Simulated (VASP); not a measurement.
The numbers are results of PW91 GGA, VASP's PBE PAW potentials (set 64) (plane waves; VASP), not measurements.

Input for VASP

**KPOINTS**
```
Automatic mesh
0
Gamma
8 8 8
0 0 0
```

**POSCAR**
```
Al3Sc
1
    4.1501862560     0.0000000000     0.0000000000
    0.0000000000     4.1501862560     0.0000000000
    0.0000000000     0.0000000000     4.1501862560
Sc Al
1 3
Direct
  0.0000000000   0.0000000000   0.0000000000
  0.0000000000   0.5000000000   0.5000000000
  0.5000000000   0.0000000000   0.5000000000
  0.5000000000   0.5000000000   0.0000000000
```

INCAR:
```
ALGO = Normal
EDIFF = 1E-7
ENCUT = 520
GGA = 91
ISIF = 2
ISMEAR = 1
LASPH = .True.
LCHARG = .False.
LMAXMIX = 4
LREAL = .False.
LWAVE = .False.
NELM = 100
PREC = Accurate
SIGMA = 0.1
SYSTEM = Al3Sc
```

POTCAR, in this order: Sc_sv Al (PBE.64 set). Program: vasp_std.

Task: What does the run give for the energy per atom (σ→0), pressure, band gap (on the k-mesh)?

Result: 
| Item | Value |
|---|---|
| energy per atom (σ→0) | -4.776 eV/atom |
| band gap (on the k-mesh) | none (metal, semimetal or under 0.01 eV) |
| pressure | -24.1 kbar |

OSZICAR:
```
...
DAV:   8    -0.191041466970E+02    0.23104E-01   -0.49775E-02  1568   0.214E+00    0.277E-01
DAV:   9    -0.191041579323E+02   -0.11235E-04   -0.81777E-03  1528   0.119E+00    0.180E-01
DAV:  10    -0.191038054554E+02    0.35248E-03   -0.15705E-03  1566   0.474E-01    0.546E-02
DAV:  11    -0.191038241802E+02   -0.18725E-04   -0.10357E-04  1558   0.795E-02    0.427E-02
DAV:  12    -0.191037951808E+02    0.28999E-04   -0.19126E-04  1582   0.164E-01    0.272E-03
DAV:  13    -0.191037953676E+02   -0.18685E-06   -0.27833E-06  1434   0.164E-02    0.230E-03
DAV:  14    -0.191037954006E+02   -0.32923E-07   -0.14969E-07   950   0.436E-03
   1 F= -.19103795E+02 E0= -.19102997E+02  d E =-.239663E-02
```

The compound is Al3Sc in the L1_2 structure. This cell is one point of a volume scan, at 1.03 of the reference volume.
